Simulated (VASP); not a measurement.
Level of theory: PBE GGA, VASP's PBE PAW potentials (set 64) (plane waves; VASP).

The input files of a VASP run:

File KPOINTS:
```
Automatic mesh
0
Gamma
5 5 7
0 0 0
```

File POSCAR:
```
SnO2
1
    4.8327156444     0.0000000000     0.0000000000
    0.0000000000     4.8327156444     0.0000000000
    0.0000000000     0.0000000000     3.2408272069
Sn O
2 4
Direct
 -0.0000000000   0.0000000000  -0.0000000000
  0.5000000000   0.5000000000   0.5000000000
  0.3065383209   0.3065383209  -0.0000000000
  0.8065383209   0.1934616791   0.5000000000
  0.1934616791   0.8065383209   0.5000000000
  0.6934616791   0.6934616791   0.0000000000
```

### INCAR
```
! general
SYSTEM    =  SnO2
PREC      =  Accurate
ENCUT     =  520
LREAL     =  .False.
LASPH     =  .True.

! electronic loop
EDIFF     =  1E-8
NELM      =  100
ALGO      =  Normal
LMAXMIX   =  4

! smearing
ISMEAR    =  0
SIGMA     =  0.01

! functional
GGA       =  PE

! output
LWAVE     =  .False.
LCHARG    =  .False.

! other
LEPSILON  =  .True.
```

POTCAR, in this order: Sn_d O (PBE.64 set). Program: vasp_std.

The run wrote:

File OSZICAR:
```
...
RMM:   3    -0.786644137082E+00   -0.44244E-02   -0.14425E-02  2839   0.545E-01
RMM:   4    -0.786968380912E+00   -0.32424E-03   -0.20591E-03  2887   0.179E-01
RMM:   5    -0.787033627086E+00   -0.65246E-04   -0.34967E-04  2919   0.607E-02
RMM:   6    -0.787041323525E+00   -0.76964E-05   -0.55735E-05  2900   0.182E-02
RMM:   7    -0.787042159947E+00   -0.83642E-06   -0.38834E-06  2902   0.540E-03
RMM:   8    -0.787042271598E+00   -0.11165E-06   -0.61149E-07  2896   0.178E-03
RMM:   9    -0.787042278865E+00   -0.72678E-08   -0.13898E-06  2798   0.664E-04
RMM:  10    -0.787042278233E+00    0.63195E-09   -0.17303E-06  2269   0.330E-04
RMM:  11    -0.787042274028E+00    0.42051E-08   -0.10165E-06  1943   0.231E-04
RMM:  12    -0.787042277731E+00   -0.37024E-08   -0.77247E-07  1806   0.209E-04
RMM:  13    -0.787042278339E+00   -0.60818E-09   -0.33584E-07  1730   0.204E-04
RMM:  14    -0.787042279577E+00   -0.12386E-08   -0.83634E-07  1723   0.202E-04
RMM:  15    -0.787042280107E+00   -0.52908E-09   -0.52139E-07  1733   0.203E-04
 Linear response to external field (no local field effect), progress :
  Direction:   2
       N       E                     dE             d eps       ncg     rms          rms(c)
RMM:   1    -0.262307937681E+00   -0.26231E+00    0.19614E+00  1738   0.100E+01
RMM:   2    -0.903947402500E+00   -0.64164E+00   -0.28497E-01  2728   0.226E+00
RMM:   3    -0.908418852919E+00   -0.44715E-02   -0.12864E-02  2847   0.516E-01
RMM:   4    -0.908714843341E+00   -0.29599E-03   -0.14949E-03  2885   0.166E-01
RMM:   5    -0.908774614551E+00   -0.59771E-04   -0.29223E-04  2917   0.556E-02
RMM:   6    -0.908779591465E+00   -0.49769E-05   -0.28192E-05  2913   0.166E-02
RMM:   7    -0.908780333768E+00   -0.74230E-06   -0.34176E-06  2908   0.546E-03
RMM:   8    -0.908780451404E+00   -0.11764E-06   -0.80540E-07  2867   0.188E-03
RMM:   9    -0.908780474101E+00   -0.22698E-07   -0.31765E-07  2723   0.658E-04
RMM:  10    -0.908780472104E+00    0.19973E-08   -0.15834E-06  2238   0.304E-04
RMM:  11    -0.908780471379E+00    0.72490E-09   -0.11208E-06  1960   0.207E-04
RMM:  12    -0.908780472024E+00   -0.64434E-09   -0.15580E-06  1821   0.184E-04
RMM:  13    -0.908780470986E+00    0.10377E-08   -0.16770E-06  1737   0.178E-04
RMM:  14    -0.908780472108E+00   -0.11219E-08   -0.70566E-07  1710   0.176E-04
RMM:  15    -0.908780471800E+00    0.30742E-09   -0.76399E-07  1693   0.176E-04
 Linear response to external field (no local field effect), progress :
  Direction:   3
       N       E                     dE             d eps       ncg     rms          rms(c)
RMM:   1    -0.308435580623E+00   -0.30844E+00    0.20796E+00  1756   0.103E+01
RMM:   2    -0.849962676037E+00   -0.54153E+00   -0.24293E-01  2690   0.216E+00
RMM:   3    -0.854590626215E+00   -0.46280E-02   -0.12789E-02  2829   0.513E-01
RMM:   4    -0.854840545066E+00   -0.24992E-03   -0.16052E-03  2842   0.154E-01
RMM:   5    -0.854889256947E+00   -0.48712E-04   -0.24735E-04  2921   0.492E-02
RMM:   6    -0.854892518453E+00   -0.32615E-05   -0.23677E-05  2867   0.133E-02
RMM:   7    -0.854893018554E+00   -0.50010E-06   -0.18172E-06  2849   0.399E-03
RMM:   8    -0.854893063034E+00   -0.44480E-07   -0.33686E-07  2810   0.133E-03
RMM:   9    -0.854893069706E+00   -0.66719E-08   -0.34834E-08  2535   0.452E-04
 Linear response to external field, progress :
  Direction:   1
       N       E                     dE             d eps       ncg     rms          rms(c)
RMM:   1    -0.238350224938E+00   -0.23835E+00    0.21730E+00  2566   0.102E+01
RMM:   2    -0.843087590040E+00   -0.60474E+00   -0.30504E-01  4098   0.227E+00    0.147E+00
RMM:   3    -0.840015776131E+00    0.30718E-02   -0.48198E-02  4242   0.105E+00    0.860E-01
RMM:   4    -0.853442289149E+00   -0.13427E-01   -0.71048E-03  4158   0.543E-01    0.406E-01
RMM:   5    -0.877802376273E+00   -0.24360E-01   -0.36028E-03  4217   0.382E-01    0.589E-02
RMM:   6    -0.878709194054E+00   -0.90682E-03   -0.70196E-04  4244   0.130E-01    0.411E-02
RMM:   7    -0.879867116884E+00   -0.11579E-02   -0.20123E-04  4124   0.593E-02    0.436E-03
RMM:   8    -0.879935395901E+00   -0.68279E-04    0.32736E-05  4200   0.164E-02    0.383E-03
RMM:   9    -0.879983657930E+00   -0.48262E-04   -0.32281E-05  4143   0.661E-03    0.477E-04
RMM:  10    -0.879984074595E+00   -0.41667E-06    0.68630E-06  4431   0.200E-03    0.193E-04
RMM:  11    -0.879987292296E+00   -0.32177E-05   -0.11165E-06  4319   0.645E-04    0.617E-05
RMM:  12    -0.879986874750E+00    0.41755E-06    0.13753E-07  3586   0.299E-04    0.423E-05
RMM:  13    -0.879987934743E+00   -0.10600E-05   -0.43044E-06  3398   0.222E-04    0.727E-06
 Linear response to external field, progress :
  Direction:   2
       N       E                     dE             d eps       ncg     rms          rms(c)
RMM:   1    -0.238350236521E+00   -0.23835E+00    0.21730E+00  2565   0.102E+01
RMM:   2    -0.843091591500E+00   -0.60474E+00   -0.30490E-01  4098   0.227E+00    0.147E+00
RMM:   3    -0.840020647875E+00    0.30709E-02   -0.48236E-02  4244   0.105E+00    0.860E-01
RMM:   4    -0.853444209168E+00   -0.13424E-01   -0.71000E-03  4160   0.543E-01    0.406E-01
RMM:   5    -0.877801321972E+00   -0.24357E-01   -0.35900E-03  4215   0.381E-01    0.589E-02
RMM:   6    -0.878712565463E+00   -0.91124E-03   -0.70920E-04  4245   0.130E-01    0.411E-02
RMM:   7    -0.879868502265E+00   -0.11559E-02   -0.19927E-04  4128   0.593E-02    0.436E-03
RMM:   8    -0.879936207292E+00   -0.67705E-04    0.34580E-05  4201   0.164E-02    0.383E-03
RMM:   9    -0.879984652913E+00   -0.48446E-04   -0.30828E-05  4140   0.660E-03    0.476E-04
RMM:  10    -0.879985053497E+00   -0.40058E-06    0.86862E-06  4433   0.200E-03    0.193E-04
RMM:  11    -0.879988380605E+00   -0.33271E-05   -0.25398E-07  4311   0.645E-04    0.615E-05
RMM:  12    -0.879987806732E+00    0.57387E-06    0.31333E-06  3586   0.299E-04    0.421E-05
RMM:  13    -0.879989059171E+00   -0.12524E-05   -0.24809E-06  3400   0.222E-04    0.763E-06
 Linear response to external field, progress :
  Direction:   3
       N       E                     dE             d eps       ncg     rms          rms(c)
RMM:   1    -0.308435580623E+00   -0.30844E+00    0.20796E+00  1756   0.103E+01
RMM:   2    -0.849962589776E+00   -0.54153E+00   -0.24293E-01  2690   0.216E+00    0.145E+00
RMM:   3    -0.848516260537E+00    0.14463E-02   -0.19547E-02  2704   0.810E-01    0.870E-01
RMM:   4    -0.885417089565E+00   -0.36901E-01   -0.13674E-02  2697   0.753E-01    0.113E-01
RMM:   5    -0.890338749716E+00   -0.49217E-02   -0.77931E-04  2806   0.176E-01    0.353E-02
RMM:   6    -0.890807551054E+00   -0.46880E-03   -0.84893E-05  2706   0.506E-02    0.555E-03
RMM:   7    -0.891055107919E+00   -0.24756E-03   -0.73245E-06  2780   0.145E-02    0.175E-03
RMM:   8    -0.891142316539E+00   -0.87209E-04   -0.15051E-06  2851   0.444E-03    0.330E-04
RMM:   9    -0.891148392886E+00   -0.60763E-05   -0.19873E-07  2898   0.129E-03    0.120E-04
RMM:  10    -0.891145762899E+00    0.26300E-05   -0.29354E-07  2865   0.429E-04    0.591E-05
RMM:  11    -0.891146166707E+00   -0.40381E-06   -0.25472E-08  2355   0.212E-04    0.120E-05
RMM:  12    -0.891145268023E+00    0.89868E-06   -0.60268E-08  1578   0.152E-04    0.249E-06
```

OUTCAR:
```
------------------------ aborting loop because EDIFF is reached ----------------------------------------

 HEAD OF MICROSCOPIC STATIC DIELECTRIC TENSOR (INDEPENDENT PARTICLE, excluding Hartree and local field effects)
 ------------------------------------------------------
           5.054226     0.000000     0.000000
           0.000000     5.054226     0.000000
           0.000000     0.000000     5.087605
 ------------------------------------------------------

 MACROSCOPIC STATIC DIELECTRIC TENSOR (including local field effects in DFT)
 ------------------------------------------------------
           4.962487    -0.000000     0.000000
          -0.000000     4.962487     0.000000
           0.000000     0.000000     4.993180
 ------------------------------------------------------

 PIEZOELECTRIC TENSOR (including local field effects)  for field in x, y, z        (e  Angst)
          XX          YY          ZZ          XY          YZ          ZX
  --------------------------------------------------------------------------------
  x     0.00000     0.00000     0.00000     0.00000     0.00000     0.00000
  y     0.00000     0.00000     0.00000     0.00000     0.00000     0.00000
  z     0.00000     0.00000     0.00000     0.00000     0.00000     0.00000

 PIEZOELECTRIC TENSOR (including local field effects)  for field in x, y, z        (C/m^2)
          XX          YY          ZZ          XY          YZ          ZX
  --------------------------------------------------------------------------------
  x     0.00000     0.00000     0.00000     0.00000     0.00000     0.00000
  y     0.00000     0.00000     0.00000     0.00000     0.00000     0.00000
  z     0.00000     0.00000     0.00000     0.00000     0.00000     0.00000

 BORN EFFECTIVE CHARGES (including local field effects) (in |e|, cummulative output)
 ---------------------------------------------------------------------------------
 ion    1
    1     4.12142     0.53192     0.00000
    2     0.53192     4.12142     0.00000
    3     0.00000     0.00000     4.50714
 ion    2
    1     4.12142    -0.53192     0.00000
    2    -0.53192     4.12142     0.00000
    3     0.00000     0.00000     4.50714
 ion    3
    1    -2.06071    -0.76887     0.00000
    2    -0.76887    -2.06071     0.00000
    3     0.00000     0.00000    -2.25357
 ion    4
    1    -2.06071     0.76887     0.00000
    2     0.76887    -2.06071     0.00000
    3     0.00000     0.00000    -2.25357
 ion    5
    1    -2.06071     0.76887     0.00000
    2     0.76887    -2.06071     0.00000
    3     0.00000     0.00000    -2.25357
 ion    6
    1    -2.06071    -0.76887     0.00000
    2    -0.76887    -2.06071     0.00000
    3     0.00000     0.00000    -2.25357
```
(Selected blocks of OUTCAR.)

The dielectric response may not be converged in the k-mesh; for small gaps it tends to come out too large.

The compound is SnO2 in the rutile structure. It was relaxed first, which changed the volume by +6 %.
